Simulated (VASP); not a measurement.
Level of theory: PBE GGA, VASP's PBE PAW potentials (set 64) (plane waves; VASP).

VASP input:

### KPOINTS
```
Automatic mesh
0
Gamma
6 6 6
0 0 0
```

INCAR:
```
! general
SYSTEM  = Nb3Sn
PREC    = Accurate
ENCUT   = 500
LREAL   = .FALSE.
LASPH   = .TRUE.

! electronic loop
EDIFF   = 1E-6
NELM    = 100
ALGO    = Normal
LMAXMIX = 4

! smearing
ISMEAR  = 1
SIGMA   = 0.1

! functional
GGA     = PE

! ions
IBRION  = 2
NSW     = 40
ISIF    = 3
EDIFFG  = -0.02
PSTRESS = 300

! output
LWAVE   = .FALSE.
LCHARG  = .FALSE.
```

**POSCAR**
```
Nb3Sn
1
    5.1419238207     0.0000000000     0.0000000000
    0.0000000000     5.1419238207     0.0000000000
    0.0000000000     0.0000000000     5.1419238207
Nb Sn
6 2
Direct
  0.2500000000   0.0000000000   0.5000000000
  0.5000000000   0.2500000000   0.0000000000
  0.5000000000   0.7500000000   0.0000000000
  0.7500000000   0.0000000000   0.5000000000
  0.0000000000   0.5000000000   0.7500000000
  0.0000000000   0.5000000000   0.2500000000
  0.5000000000   0.5000000000   0.5000000000
  0.0000000000   0.0000000000   0.0000000000
```

POTCAR, in this order: Nb_sv Sn_d (PBE.64 set). Program: vasp_std.

What VASP printed:

### OSZICAR
```
       N       E                     dE             d eps       ncg     rms          rms(c)
DAV:   1     0.183122099416E+04    0.18312E+04   -0.50344E+04  2655   0.224E+03
DAV:   2     0.228308916157E+03   -0.16029E+04   -0.15679E+04  2536   0.834E+02
DAV:   3    -0.374356964020E+02   -0.26574E+03   -0.25638E+03  3337   0.285E+02
DAV:   4    -0.693560115420E+02   -0.31920E+02   -0.31020E+02  3840   0.867E+01
DAV:   5    -0.719631789608E+02   -0.26072E+01   -0.25812E+01  4560   0.214E+01    0.203E+01
DAV:   6    -0.697340445143E+02    0.22291E+01   -0.77688E+00  3691   0.149E+01    0.703E+00
DAV:   7    -0.695235996073E+02    0.21044E+00   -0.17763E+00  3992   0.706E+00    0.272E+00
DAV:   8    -0.695379708695E+02   -0.14371E-01   -0.24974E-01  4043   0.268E+00    0.603E-01
DAV:   9    -0.695395197716E+02   -0.15489E-02   -0.36806E-02  3992   0.108E+00    0.418E-01
DAV:  10    -0.695402848134E+02   -0.76504E-03   -0.61532E-03  4258   0.381E-01    0.599E-02
DAV:  11    -0.695402040512E+02    0.80762E-04   -0.51247E-04  3432   0.119E-01    0.256E-02
DAV:  12    -0.695401905271E+02    0.13524E-04   -0.37697E-05  3994   0.350E-02    0.542E-03
DAV:  13    -0.695401900717E+02    0.45546E-06   -0.36504E-06  2440   0.108E-02
   1 F= -.44084341E+02 E0= -.44083192E+02  d E =-.440843E+02
       N       E                     dE             d eps       ncg     rms          rms(c)
DAV:   1    -0.855557089546E+02   -0.16016E+02   -0.73390E+02  2534   0.219E+02    0.379E+01
DAV:   2    -0.695499024362E+02    0.16006E+02   -0.73582E+01  3068   0.757E+01    0.177E+01
DAV:   3    -0.638058757587E+02    0.57440E+01   -0.33763E+01  3706   0.355E+01    0.115E+01
DAV:   4    -0.639469286614E+02   -0.14105E+00   -0.35489E+00  3479   0.982E+00    0.497E+00
DAV:   5    -0.641389534661E+02   -0.19202E+00   -0.80350E-01  4339   0.406E+00    0.331E+00
DAV:   6    -0.642168694468E+02   -0.77916E-01   -0.12568E-01  3819   0.163E+00    0.131E+00
DAV:   7    -0.642424928112E+02   -0.25623E-01   -0.11363E-01  4355   0.118E+00    0.267E-01
DAV:   8    -0.642420584711E+02    0.43434E-03   -0.65996E-03  3984   0.463E-01    0.239E-01
DAV:   9    -0.642421450229E+02   -0.86552E-04   -0.98691E-04  3987   0.188E-01    0.522E-02
DAV:  10    -0.642421419216E+02    0.31014E-05   -0.22135E-04  3904   0.851E-02    0.330E-02
DAV:  11    -0.642421382626E+02    0.36590E-05   -0.21557E-05  3696   0.316E-02    0.231E-02
DAV:  12    -0.642421330542E+02    0.52084E-05   -0.71717E-06  3168   0.182E-02    0.337E-03
DAV:  13    -0.642421319745E+02    0.10797E-05   -0.83611E-07  1680   0.811E-03    0.227E-03
DAV:  14    -0.642421324253E+02   -0.45087E-06   -0.46141E-07  1680   0.465E-03
   2 F= -.42511282E+02 E0= -.42511955E+02  d E =0.157306E+01
       N       E                     dE             d eps       ncg     rms          rms(c)
DAV:   1    -0.789713246858E+02   -0.14729E+02   -0.43814E+02  2573   0.192E+02    0.215E+01
DAV:   2    -0.727521324512E+02    0.62192E+01   -0.49496E+01  3282   0.531E+01    0.152E+01
DAV:   3    -0.685673168152E+02    0.41848E+01   -0.25506E+01  3745   0.298E+01    0.595E+00
DAV:   4    -0.686044055047E+02   -0.37089E-01   -0.24720E+00  3537   0.693E+00    0.276E+00
DAV:   5    -0.687376856236E+02   -0.13328E+00   -0.37655E-01  4384   0.274E+00    0.287E+00
DAV:   6    -0.687561118964E+02   -0.18426E-01   -0.42554E-02  3572   0.998E-01    0.219E+00
DAV:   7    -0.687828448310E+02   -0.26733E-01   -0.17440E-01  3645   0.208E+00    0.584E-01
DAV:   8    -0.687858363225E+02   -0.29915E-02   -0.17798E-02  3810   0.677E-01    0.121E-01
DAV:   9    -0.687859377453E+02   -0.10142E-03   -0.12485E-03  3971   0.158E-01    0.976E-02
DAV:  10    -0.687859194001E+02    0.18345E-04   -0.90265E-05  3530   0.528E-02    0.468E-02
DAV:  11    -0.687859081839E+02    0.11216E-04   -0.36366E-05  3429   0.319E-02    0.202E-02
DAV:  12    -0.687859101008E+02   -0.19170E-05   -0.18281E-06  2064   0.956E-03    0.115E-02
DAV:  13    -0.687859106949E+02   -0.59410E-06   -0.83364E-07  1673   0.797E-03
   3 F= -.44250631E+02 E0= -.44250513E+02  d E =-.166290E+00
       N       E                     dE             d eps       ncg     rms          rms(c)
DAV:   1    -0.687480363604E+02    0.37874E-01   -0.81025E-02  2669   0.243E+00    0.322E-01
DAV:   2    -0.687465703683E+02    0.14660E-02   -0.86078E-03  3229   0.741E-01    0.191E-01
DAV:   3    -0.687458850382E+02    0.68533E-03   -0.48447E-03  3742   0.418E-01    0.111E-01
DAV:   4    -0.687458777620E+02    0.72761E-05   -0.54077E-04  3437   0.116E-01    0.414E-02
DAV:   5    -0.687459108947E+02   -0.33133E-04   -0.64668E-05  4072   0.380E-02    0.354E-02
DAV:   6    -0.687459238559E+02   -0.12961E-04   -0.12665E-05  3162   0.162E-02    0.208E-02
DAV:   7    -0.687459399218E+02   -0.16066E-04   -0.18064E-05  3698   0.176E-02    0.401E-03
DAV:   8    -0.687459373940E+02    0.25278E-05   -0.13674E-06  1692   0.837E-03    0.217E-03
DAV:   9    -0.687459378738E+02   -0.47985E-06   -0.45858E-07  1582   0.472E-03
   4 F= -.44251010E+02 E0= -.44250921E+02  d E =-.166669E+00
```

OUTCAR:
```
------------------------ aborting loop because EDIFF is reached ----------------------------------------
  FORCE on cell =-STRESS in cart. coord.  units (eV):
  Direction    XX          YY          ZZ          XY          YZ          ZX
  --------------------------------------------------------------------------------------
  Total       24.4563308     24.4563308     24.4563308     -0.0000000     -0.0000000      0.0000000
  in kB      299.5272856    299.5272856    299.5272856     -0.0000000     -0.0000000      0.0000000
  external PRESSURE =      -0.4727144 kB  Pullay stress =     300.0000000 kB
  volume of cell :      130.82
      direct lattice vectors                 reciprocal lattice vectors
     5.076392152  0.000000000 -0.000000000     0.196990297 -0.000000000  0.000000000
     0.000000000  5.076392152 -0.000000000    -0.000000000  0.196990297  0.000000000
    -0.000000000 -0.000000000  5.076392152     0.000000000  0.000000000  0.196990297
 POSITION                                       TOTAL-FORCE (eV/Angst)
 -----------------------------------------------------------------------------------
      1.26910     -0.00000      2.53820         0.000000     -0.000000      0.000000
      2.53820      1.26910     -0.00000         0.000000     -0.000000     -0.000000
      2.53820      3.80729      5.07639        -0.000000     -0.000000      0.000000
      3.80729     -0.00000      2.53820        -0.000000      0.000000      0.000000
      5.07639      2.53820      3.80729        -0.000000     -0.000000      0.000000
      0.00000      2.53820      1.26910         0.000000      0.000000     -0.000000
      2.53820      2.53820      2.53820        -0.000000     -0.000000      0.000000
     -0.00000      5.07639      5.07639        -0.000000     -0.000000      0.000000
 -----------------------------------------------------------------------------------
    total drift:                                0.000000      0.000000     -0.000000
  FREE ENERGIE OF THE ION-ELECTRON SYSTEM (eV)
  ---------------------------------------------------
  free  energy   TOTEN  =       -68.7459378738 eV

  energy  without entropy=      -68.7456705894  energy(sigma->0) =      -68.74584878
  enthalpy is  TOTEN    =       -44.2510100357 eV   P V=       24.4949278381

 reached required accuracy - stopping structural energy minimisation
```
(Selected blocks of OUTCAR.)

CONTCAR:
```
Nb3Sn
   1.00000000000000
     5.0763921518419792    0.0000000000000000   -0.0000000000000000
     0.0000000000000000    5.0763921518419792   -0.0000000000000000
    -0.0000000000000000   -0.0000000000000000    5.0763921518419792
  Nb              Sn
     6     2
Direct
     0.2500000000000000    0.0000000000000000    0.5000000000000000
     0.5000000000000000    0.2500000000000000    0.0000000000000000
     0.5000000000000000    0.7500000000000000    1.0000000000000000
     0.7500000000000000    0.0000000000000000    0.5000000000000000
     1.0000000000000000    0.5000000000000000    0.7500000000000000
     0.0000000000000000    0.5000000000000000    0.2500000000000000
     0.5000000000000000    0.5000000000000000    0.5000000000000000
     0.0000000000000000    1.0000000000000000    1.0000000000000000
```

Energy and stress use the plane-wave basis of the starting cell.

The compound is Nb3Sn in the A15 structure. This run relaxes it under an external pressure of 30 GPa. Symmetry was kept, so distortions that lower it aren't found.
